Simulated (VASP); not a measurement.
```xyz
1
Lattice="-3.1172 3.1172 3.1172 3.1172 -3.1172 3.1172 3.1172 3.1172 -3.1172" Properties=species:S:1:pos:R:3 pbc="T T T"
Cs     0.0000     0.0000     0.0000
```

The numbers are results of MS2 meta-GGA, VASP's PBE PAW potentials (set 64) (plane waves; VASP), not measurements. Numerical set-up: 520 eV cut-off, 9×9×9 Γ-centred mesh, tetrahedra with Blöchl corrections, potentials Cs_sv.

### Question
Give the energies of bands 5 to 7 at the high-symmetry points, in eV from the Fermi level.

### Answer

```csv
band,Γ,H,N,P
5,-1.64,0.68,0.08,0.93
6,2.61,0.68,0.71,0.93
7,2.61,2.84,1.72,0.93
```

It has no gap at this level: it comes out as a metal or semimetal.

The compound is Cs in the bcc structure. It was relaxed first, which changed the volume by +7 %.
